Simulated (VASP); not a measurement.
Level of theory: HSE06 screened hybrid, VASP's PBE PAW potentials (set 64) (plane waves; VASP).

A VASP calculation is set up with these files.

File POSCAR:
```
Al36N35Si
1
    4.6932676572    -8.1289780182     0.0000000000
    4.6932676572     8.1289780182     0.0000000000
    0.0000000000     0.0000000000    10.0192026154
Al N Si
36 35 1
Direct
  0.2249373073   0.1124730207   0.2487075206
  0.1095986769   0.2215257853   0.0025470458
  0.2169200000   0.1086096925   0.7536970577
  0.1097886326   0.2215927503   0.4990170234
  0.2245061405   0.4459235803   0.2487391723
  0.1116044845   0.5558758048   0.0023684935
  0.2167904484   0.4417387112   0.7534893470
  0.1117111145   0.5563186132   0.5000752963
  0.2226087504   0.7779598596   0.2501634759
  0.1116349391   0.8892023394   0.0025615575
  0.2229754344   0.7782424575   0.7514397184
  0.1115816218   0.8882485460   0.5001025670
  0.5541533240   0.1128189561   0.2484773144
  0.4421634229   0.2173556300   0.9891194599
  0.5584379822   0.1087070094   0.7531209944
  0.4255514014   0.1913908442   0.5166439638
  0.5569697456   0.4462058626   0.2026930383
  0.4416771456   0.5585982309   0.9883935813
  0.5571189851   0.4456104329   0.7416722757
  0.4218506468   0.5638729069   0.5147850965
  0.5536480724   0.7744838177   0.2483739993
  0.4449263125   0.8891904496   0.0025363319
  0.5578916143   0.7826089713   0.7523637561
  0.4439880346   0.8883193828   0.5000088747
  0.8883322229   0.1104779181   0.2523578615
  0.7788103219   0.2218185949   0.0023789257
  0.8885534865   0.1106546481   0.7501313276
  0.7780101334   0.2232689785   0.4992814824
  0.8887479825   0.4465646907   0.2488918284
  0.7847648433   0.5590702981   0.9880014822
  0.8927711685   0.4424571129   0.7531920073
  0.8107023910   0.5684378145   0.5141428839
  0.8885716648   0.7749735777   0.2487101754
  0.7785636858   0.8899976584   0.0020793493
  0.8927405389   0.7831846909   0.7526896929
  0.7768817541   0.8859524388   0.4995512943
  0.2165986406   0.1052282507   0.4411589966
  0.1110713332   0.2221394444   0.1937984011
  0.2177489356   0.1093604795   0.9415872360
  0.1105410370   0.2218235925   0.6906282380
  0.2131518512   0.4433935634   0.4407068567
  0.1119176525   0.5563719910   0.1922219189
  0.2172235686   0.4414694511   0.9412173766
  0.1125214085   0.5568662597   0.6911852444
  0.2229612535   0.7781591804   0.4421857179
  0.1120305517   0.8893138614   0.1926708040
  0.2229085162   0.7782796768   0.9424168954
  0.1126775814   0.8894200448   0.6910053841
  0.5537525187   0.1079473300   0.4416273148
  0.4408330748   0.2149995437   0.1772655457
  0.5583913297   0.1092504430   0.9412890167
  0.4406139989   0.2148038688   0.7032258748
  0.4399051487   0.5599106396   0.1758787813
  0.5563404247   0.4451068278   0.9396993289
  0.4400091661   0.5590916503   0.7027271426
  0.5530381885   0.7781036575   0.4417107307
  0.4449102362   0.8893794800   0.1930254666
  0.5584013411   0.7829834852   0.9406173404
  0.4445628446   0.8892051840   0.6906742583
  0.8865613540   0.1087408994   0.4426553441
  0.7776702696   0.2225210628   0.1938003009
  0.8888256469   0.1109641633   0.9421597452
  0.7781772865   0.2222920026   0.6906661808
  0.8976548486   0.4447629758   0.4409597078
  0.7877814767   0.5604936241   0.1752711031
  0.8918759669   0.4416475663   0.9410400767
  0.7878815317   0.5603166202   0.7034024522
  0.8953012986   0.7819672987   0.4414883074
  0.7774002927   0.8878359522   0.1936725560
  0.8921418199   0.7836121670   0.9407561620
  0.7779688689   0.8885871353   0.6906182357
  0.5599543055   0.4482025495   0.4284826851
```

INCAR:
```
LHFCALC  =  T
PREC  =  Normal
GGA  =  PE
LCHARG  =  F
SYSTEM  =  Al36N35Si
LWAVE  =  F
LREAL  =  Auto   # projection in real space or not
ALGO  =  Normal   # blocked Davidson
SIGMA  =  0.05
ISMEAR  =  0   # Gaussian
LASPH  =  T   # aspherical one-centre terms
ISYM  =  0
NELM  =  50   # most electronic steps
AEXX  =  0.25
NELMIN  =  4
ISIF  =  0
ISPIN  =  2   # spin-polarised
ENCUT  =  400   # plane-wave cut-off (eV)
MAGMOM  =  72*0.0139
NUPDOWN  =  1
EDIFF  =  1E-5   # SCF stop (eV)
HFSCREEN  =  0.2   # 1/Angstrom
LORBIT  =  10
PRECFOCK  =  Fast
```

### KPOINTS
```
Automatic mesh
0
Gamma
1 1 1
0 0 0
```

POTCAR, in this order: Al N Si (PBE.64 set). Program: vasp_gam. Read from the step before: WAVECAR.

Output of the run:

**OSZICAR**
```
       N       E                     dE             d eps       ncg     rms          rms(c)
DAV:   1    -0.613511804283E+03   -0.61351E+03   -0.17966E+01   884   0.859E+00    0.508E+01
DAV:   2    -0.613631091786E+03   -0.11929E+00   -0.34107E-01   830   0.138E+00    0.345E+01
DAV:   3    -0.613612240079E+03    0.18852E-01   -0.99605E-03   819   0.262E-01    0.211E+01
DAV:   4    -0.613604627145E+03    0.76129E-02   -0.40405E-03   816   0.137E-01    0.126E+01
DAV:   5    -0.613602252926E+03    0.23742E-02   -0.90943E-04   814   0.682E-02    0.735E+00
DAV:   6    -0.613601434018E+03    0.81891E-03   -0.24309E-04   819   0.412E-02    0.425E+00
DAV:   7    -0.613601166276E+03    0.26774E-03   -0.84035E-05   806   0.247E-02    0.246E+00
DAV:   8    -0.613601082130E+03    0.84146E-04   -0.24346E-05   539   0.145E-02    0.144E+00
DAV:   9    -0.613601057431E+03    0.24698E-04   -0.15770E-05   419   0.118E-02    0.825E-01
DAV:  10    -0.613601052350E+03    0.50817E-05   -0.61258E-06   414   0.670E-03
   1 F= -.61360105E+03 E0= -.61360105E+03  d E =-.288905E-13  mag=     1.0000
```

File OUTCAR:
```
------------------------ aborting loop because EDIFF is reached ----------------------------------------
  volume of cell :      764.49
      direct lattice vectors                 reciprocal lattice vectors
     4.693267657 -8.128978018  0.000000000     0.106535582 -0.061508347  0.000000000
     4.693267657  8.128978018  0.000000000     0.106535582  0.061508347  0.000000000
     0.000000000  0.000000000 10.019202615     0.000000000  0.000000000  0.099808342
  FREE ENERGIE OF THE ION-ELECTRON SYSTEM (eV)
  ---------------------------------------------------
  free  energy   TOTEN  =      -613.6010523496 eV

  energy  without entropy=     -613.6010523496  energy(sigma->0) =     -613.60105235

  exchange ACFDT corr.  =         0.00000000  see jH, gK, PRB 81, 115126

 total charge

# of ion       s       p       d       tot
------------------------------------------
    1        0.409   0.441   0.000   0.850
    2        0.413   0.451   0.000   0.863
    3        0.416   0.461   0.000   0.878
    4        0.407   0.442   0.000   0.849
    5        0.409   0.441   0.000   0.849
    6        0.414   0.453   0.000   0.866
    7        0.417   0.462   0.000   0.879
    8        0.424   0.479   0.000   0.903
    9        0.412   0.450   0.000   0.862
   10        0.414   0.452   0.000   0.866
   11        0.411   0.447   0.000   0.858
   12        0.422   0.471   0.000   0.893
   13        0.409   0.441   0.000   0.850
   14        0.413   0.457   0.000   0.870
   15        0.416   0.460   0.000   0.876
   16        0.445   0.471   0.000   0.916
   17        0.425   0.469   0.000   0.894
   18        0.414   0.458   0.000   0.871
   19        0.395   0.418   0.000   0.813
   20        0.446   0.482   0.000   0.928
   21        0.409   0.441   0.000   0.850
   22        0.413   0.451   0.000   0.865
   23        0.416   0.460   0.000   0.876
   24        0.420   0.462   0.000   0.882
   25        0.411   0.446   0.000   0.857
   26        0.413   0.450   0.000   0.863
   27        0.412   0.445   0.000   0.857
   28        0.407   0.441   0.000   0.848
   29        0.409   0.440   0.000   0.849
   30        0.413   0.458   0.000   0.871
   31        0.416   0.462   0.000   0.879
   32        0.447   0.494   0.000   0.941
   33        0.409   0.440   0.000   0.849
   34        0.412   0.450   0.000   0.862
   35        0.416   0.462   0.000   0.878
   36        0.407   0.441   0.000   0.848
   37        1.233   2.604   0.000   3.837
   38        1.228   2.594   0.000   3.822
   39        1.231   2.613   0.000   3.843
   40        1.228   2.596   0.000   3.825
   41        1.233   2.620   0.000   3.853
   42        1.229   2.602   0.000   3.830
   43        1.231   2.614   0.000   3.845
   44        1.230   2.601   0.000   3.831
   45        1.230   2.600   0.000   3.830
   46        1.229   2.600   0.000   3.829
   47        1.228   2.592   0.000   3.820
   48        1.230   2.601   0.000   3.831
   49        1.234   2.582   0.000   3.816
   50        1.234   2.602   0.000   3.835
   51        1.230   2.612   0.000   3.842
   52        1.234   2.601   0.000   3.836
   53        1.234   2.605   0.000   3.839
   54        1.227   2.570   0.000   3.797
   55        1.234   2.600   0.000   3.834
   56        1.234   2.579   0.000   3.813
   57        1.228   2.599   0.000   3.827
   58        1.231   2.612   0.000   3.842
   59        1.230   2.601   0.000   3.831
   60        1.228   2.599   0.000   3.827
   61        1.228   2.594   0.000   3.821
   62        1.229   2.598   0.000   3.827
   63        1.228   2.597   0.000   3.825
   64        1.233   2.618   0.000   3.851
   65        1.234   2.605   0.000   3.839
   66        1.231   2.614   0.000   3.845
   67        1.234   2.601   0.000   3.835
   68        1.233   2.598   0.000   3.832
   69        1.228   2.593   0.000   3.820
   70        1.231   2.613   0.000   3.844
   71        1.228   2.598   0.000   3.826
   72        0.833   1.210   0.000   2.044
--------------------------------------------------
tot         58.868 108.590   0.000 167.457

 magnetization (x)

# of ion       s       p       d       tot
------------------------------------------
    1       -0.000  -0.000   0.000  -0.000
    2       -0.000   0.000   0.000   0.000
    3        0.000   0.000   0.000   0.000
    4       -0.000  -0.000   0.000  -0.000
    5        0.000   0.000   0.000   0.000
    6       -0.000  -0.000   0.000  -0.000
    7        0.000   0.000   0.000   0.000
    8       -0.000   0.000   0.000  -0.000
    9       -0.000  -0.000   0.000  -0.000
   10       -0.000  -0.000   0.000  -0.000
   11       -0.000  -0.000   0.000  -0.000
   12       -0.001   0.002   0.000   0.001
   13       -0.000  -0.000   0.000  -0.001
...
```
(Selected blocks of OUTCAR.)

### OUTCAR
```
 val. band max:        7.3510789336   @ k =   0.0000   0.0000   0.0000

 cond. band min:       8.7373188582   @ k =   0.0000   0.0000   0.0000


 Fermi energy:         7.4219110575

 spin component 1

 k-point     1 :       0.0000    0.0000    0.0000
  band No.  band energies     occupation
      1     -11.4391      1.00000
      2     -10.5369      1.00000
      3     -10.4835      1.00000
      4     -10.2431      1.00000
      5     -10.2172      1.00000
      6     -10.1484      1.00000
      7     -10.1455      1.00000
      8     -10.1109      1.00000
      9      -9.9558      1.00000
     10      -9.5705      1.00000
     11      -9.5641      1.00000
     12      -9.5013      1.00000
     13      -9.4997      1.00000
     14      -9.4718      1.00000
     15      -9.4447      1.00000
     16      -9.4302      1.00000
     17      -9.4285      1.00000
     18      -9.4206      1.00000
     19      -9.4081      1.00000
     20      -9.3732      1.00000
     21      -9.1742      1.00000
     22      -9.0312      1.00000
     23      -8.9095      1.00000
     24      -8.9025      1.00000
     25      -8.8821      1.00000
     26      -8.8222      1.00000
     27      -8.7754      1.00000
     28      -8.6849      1.00000
     29      -8.6795      1.00000
     30      -8.6697      1.00000
     31      -8.6657      1.00000
     32      -8.6376      1.00000
     33      -8.6190      1.00000
     34      -8.6093      1.00000
     35      -8.5911      1.00000
     36      -2.4126      1.00000
     37      -1.2588      1.00000
     38      -0.1569      1.00000
     39      -0.1298      1.00000
     40      -0.1193      1.00000
     41      -0.0933      1.00000
     42      -0.0716      1.00000
     43      -0.0652      1.00000
     44      -0.0238      1.00000
     45      -0.0159      1.00000
     46      -0.0070      1.00000
     47       0.0073      1.00000
     48       0.0214      1.00000
     49       0.0398      1.00000
...
```

The supercell is sampled at Γ alone, which is coarse: total energies, pressure and levels can be off, energies of defects by several tenths of an eV.

The cell is a supercell with a defect, built from AlN (wurtzite): Si_N. The cell's shape comes from a PBE relaxation.
